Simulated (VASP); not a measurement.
Input:

```xyz
2
Lattice="0.0000 2.8506 2.8506 2.8506 0.0000 2.8506 2.8506 2.8506 0.0000" Properties=species:S:1:pos:R:3 pbc="T T T"
Zn     0.0000     0.0000     0.0000
Se     1.4253     1.4253     1.4253
```

All values below come from rev-vdW-DF2, VASP's PBE PAW potentials (set 64) (plane waves; VASP). Run with 520 eV cut-off, Gaussian smearing of 0.050 eV, potentials Zn Se.

Estimate the band gap (along the path) with the smallest direct gap where there is one.

```json
{
  "band gap (along the path)": "1.09 eV",
  "smallest direct gap (along the path)": "1.09 eV"
}
```

The compound is ZnSe in the zinc blende structure. It was relaxed first.
